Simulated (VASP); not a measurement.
MgI₂ (1T layered) is relaxed at rising pressure, each step from the one before. Symmetry mostly holds the structure type, and other phases were not tried. The mesh follows the cell, and a change of mesh leaves a small step in the series.

Space group P-3m1 (No. 164); a = b = 4.0745 Å, c = 6.6831 Å, α = β = 90.00°, γ = 120.00°

| atom | site | symmetry | x | y | z |
|---|---|---|---|---|---|
| Mg | 1a | -3m. | 0.0000 | 0.0000 | 0.0000 |
| I | 2d | 3m. | 0.3333 | 0.6667 | 0.2475 |

Calculation: LDA (Ceperley-Alder, Perdew-Zunger), VASP's LDA PAW potentials (set 64) (plane waves; VASP). Settings: 500 eV cut-off, 6×6×4 Γ-centred mesh, Gaussian smearing of 0.050 eV, potentials Mg I.

| P (GPa) | V (Å³/atom) | H − H(0) (eV/atom) | space group | k-mesh |
|---|---|---|---|---|
| 0 | 32.03 | 0.000 | P-3m1 | 6×6×4 |
| 5 | 27.54 | 0.916 | P-3m1 | 7×7×4 |
| 10 | … | … | P-3m1 | 7×7×4 |
| 20 | 22.66 | 3.228 | P-3m1 | 7×7×4 |
| 30 | … | … | P-3m1 | 7×7×4 |
| 45 | 19.16 | 6.457 | P-3m1 | 8×8×4 |

Complete the blanks.

- 10, V (Å³/atom): 25.30
- 10, H − H(0) (eV/atom): 1.738
- 30, V (Å³/atom): 20.94
- 30, H − H(0) (eV/atom): 4.586

Pressures at which the relaxation failed are left out.

The compound is MgI2 in the 1T layered structure.
